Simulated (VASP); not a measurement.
Method: HSE06 screened hybrid, VASP's PBE PAW potentials (set 64) (plane waves; VASP).

VASP ran on this input.

**POSCAR**
```
Al32As31Si
1
   11.4648462108     0.0000000000     0.0000000000
    0.0000000000    11.4648462108     0.0000000000
    0.0000000000     0.0000000000    11.4648462108
Al As Si
32 31 1
Direct
  0.5006591029   0.0002477696   0.0004822712
  0.7499639049   0.2499114389   0.0010950896
  0.7500300428   0.0009318368   0.2499724068
  0.9998459589   0.0001390851   0.0001637660
  0.2504175165   0.2506860796   0.0005261004
  0.4998831250   0.4998852644   0.0011327360
  0.7493439441   0.7497015646   0.0003984844
  0.2499997849   0.9999687151   0.2505402916
  0.5036657561   0.2534117301   0.2548739778
  0.7460665769   0.4961464844   0.2541757150
  0.4999429022   0.0005999564   0.5002873803
  0.7469543827   0.2532932696   0.4974500307
  0.7494292995   0.9999501006   0.7500860509
  0.9996925069   0.4993749513   0.0004418887
  0.2501426076   0.7498280312   0.0001671605
  0.9990568114   0.2499397757   0.2499952190
  0.2510415696   0.5000070847   0.2499619757
  0.4999089383   0.7489564696   0.2500943304
  0.9998029900   0.0000221283   0.4994040810
  0.2505700735   0.2498238754   0.5002392157
  0.5032551349   0.4963593704   0.4975521910
  0.7500948105   0.7491070334   0.5000921493
  0.2501251246   0.0000697255   0.7499459429
  0.4999018394   0.2497522478   0.7494546108
  0.7501033801   0.5001439827   0.7493694082
  0.9997800636   0.7497140067   0.2506335818
  0.9992184031   0.5001580647   0.5000779263
  0.2502408123   0.7497343756   0.4993723780
  0.0000331044   0.2505648477   0.7502737595
  0.2499058945   0.4995001099   0.7501782984
  0.5005878207   0.7498990408   0.7501863745
  0.9999063032   0.7499135063   0.7499070003
  0.6240915648   0.1250079346   0.1252227312
  0.8749129879   0.3757529042   0.1250952555
  0.8751940054   0.1247947644   0.3758943676
  0.1250021683   0.1250186235   0.1250198750
  0.3751568361   0.3739450529   0.1253473899
  0.6257707520   0.6249420155   0.1250463403
  0.8750133359   0.8749482520   0.1250603646
  0.3744916724   0.1244130129   0.3746247940
  0.8751044105   0.6250902253   0.3742582506
  0.6257148997   0.1244954304   0.6255581808
  0.8756161420   0.3743448602   0.6256676959
  0.8749180698   0.1249676964   0.8751129470
  0.1249893835   0.6249324550   0.1250716658
  0.3750437263   0.8749396448   0.1250678558
  0.1249793479   0.3750117818   0.3749797691
  0.3749491039   0.6249450973   0.3759902572
  0.6250219848   0.8749346848   0.3750011490
  0.1248218976   0.1248444382   0.6251533115
  0.3744261576   0.3754642643   0.6257048626
  0.6242966012   0.6253727685   0.6255240166
  0.8749923671   0.8750206404   0.6250411456
  0.3749462351   0.1248940193   0.8752583000
  0.6249957086   0.3749746118   0.8751456836
  0.8750781987   0.6250334756   0.8752120422
  0.1249645873   0.8748835807   0.3750928898
  0.1250769317   0.6250496186   0.6250505351
  0.3749300534   0.8748064607   0.6251528410
  0.1250321628   0.3749787155   0.8754086084
  0.3750063466   0.6249130996   0.8751199648
  0.6249901295   0.8750063543   0.8753101876
  0.1249989781   0.8749944632   0.8750276394
  0.6251197672   0.3746951308   0.3765012902
```

### KPOINTS
```
Automatic mesh
0
Gamma
1 1 1
0 0 0
```

**INCAR**
```
SYSTEM = Al32As31Si
PREC = Normal
ENCUT = 400
EDIFF = 1E-5
NELM = 50
ALGO = Normal
LREAL = Auto
LASPH = .TRUE.
ISMEAR = 0
SIGMA = 0.05
GGA = PE
LMAXMIX = 4
LWAVE = .FALSE.
LCHARG = .FALSE.
NELMIN = 4
ISYM = 0
NELECT = 256.0
HFSCREEN = 0.2
AEXX = 0.25
LHFCALC = .TRUE.
PRECFOCK = Fast
ISIF = 0
```

POTCAR, in this order: Al As Si (PBE.64 set). Program: vasp_gam. Read from the step before: WAVECAR.

The cell is charged, with a uniform compensating background. The supercell is sampled at Γ alone, which is coarse: total energies, pressure and levels can be off, energies of defects by several tenths of an eV.

Predict the energy per atom (σ→0).

The energy per atom (σ→0) is -5.362 eV/atom.

**OSZICAR**
```
...
DAV:   4    -0.343186649517E+03    0.11542E-01   -0.43044E-03   348   0.124E-01    0.126E+01
DAV:   5    -0.343182770788E+03    0.38787E-02   -0.13777E-03   356   0.679E-02    0.746E+00
DAV:   6    -0.343181441333E+03    0.13295E-02   -0.38129E-04   356   0.373E-02    0.436E+00
DAV:   7    -0.343180998870E+03    0.44246E-03   -0.12655E-04   372   0.224E-02    0.250E+00
DAV:   8    -0.343180863147E+03    0.13572E-03   -0.42307E-05   291   0.135E-02    0.144E+00
DAV:   9    -0.343180826912E+03    0.36235E-04   -0.15681E-05   204   0.934E-03    0.838E-01
DAV:  10    -0.343180823351E+03    0.35612E-05   -0.84630E-06   195   0.706E-03
   1 F= -.34318082E+03 E0= -.34318082E+03  d E =-.812000E-11
```

The cell is a supercell with a defect, built from AlAs (zinc blende): Si_As, charge -1. The cell's shape comes from a PBE relaxation. The run is not spin-polarised, so no state with unpaired spins was tried.
